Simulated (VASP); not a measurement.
OSZICAR of a VASP run on Gd (hcp):

**OSZICAR**
```
       N       E                     dE             d eps       ncg     rms          rms(c)
DAV:   1     0.398760908220E+02    0.39876E+02   -0.88497E+03  1664   0.123E+03
DAV:   2    -0.738251674567E+01   -0.47259E+02   -0.46263E+02  1824   0.241E+02
DAV:   3    -0.911217927381E+01   -0.17297E+01   -0.15869E+01  2259   0.277E+01
DAV:   4    -0.914545230119E+01   -0.33273E-01   -0.32972E-01  1944   0.378E+00
DAV:   5    -0.914656832342E+01   -0.11160E-02   -0.11111E-02  2423   0.513E-01    0.233E+01
DAV:   6    -0.914863194402E+01   -0.20636E-02   -0.20974E-02  1859   0.118E+00    0.140E+01
DAV:   7    -0.915764648011E+01   -0.90145E-02   -0.37918E-02  1779   0.158E+00    0.213E-01
DAV:   8    -0.915732973116E+01    0.31675E-03   -0.21559E-03  1924   0.349E-01    0.612E-02
DAV:   9    -0.915733731413E+01   -0.75830E-05   -0.21416E-04  2117   0.108E-01    0.355E-02
DAV:  10    -0.915733187950E+01    0.54346E-05   -0.28733E-05  1931   0.383E-02    0.388E-02
DAV:  11    -0.915733351808E+01   -0.16386E-05   -0.44136E-06  1879   0.152E-02    0.294E-03
DAV:  12    -0.915733363926E+01   -0.12118E-06   -0.22031E-07  1012   0.367E-03
   1 F= -.97522954E+01 E0= -.97522389E+01  d E =-.975230E+01
       N       E                     dE             d eps       ncg     rms          rms(c)
DAV:   1    -0.915649401350E+01    0.83950E-03   -0.53201E-03  1674   0.573E-01    0.824E-02
DAV:   2    -0.915632129343E+01    0.17272E-03   -0.33494E-04  1744   0.147E-01    0.400E-02
DAV:   3    -0.915624967731E+01    0.71616E-04   -0.16890E-04  1794   0.977E-02    0.140E-02
DAV:   4    -0.915624945641E+01    0.22089E-06   -0.11615E-05  2049   0.273E-02    0.106E-02
DAV:   5    -0.915625120086E+01   -0.17444E-05   -0.12391E-06  1211   0.685E-03    0.150E-03
DAV:   6    -0.915625127184E+01   -0.70983E-07   -0.16686E-07   892   0.261E-03
   2 F= -.97523171E+01 E0= -.97522372E+01  d E =-.216653E-04
```

**Question.** Which electronic solver shows in the log?

**Answer.** It is blocked Davidson (ALGO = Normal, or the opening steps of other solvers). The INCAR had ALGO = Normal.

**Question.** Can the final energy be trusted as converged?

**Answer.** The calculation finished and met its thresholds. It stopped with EDIFF = 1E-6, NELM = 100, NSW = 60 and EDIFFG = -0.01 after 2 ionic steps (PBE GGA with D4 dispersion, plane waves, VASP's PBE PAW potentials (set 64)). The 4f electrons are frozen in the core of the lanthanide potential, so 4f levels, which can set the real gap, and their magnetism are missing.

The compound is Gd in the hcp structure. This run relaxes it. Symmetry was kept, so distortions that lower it aren't found. The start is the result of an earlier pass.
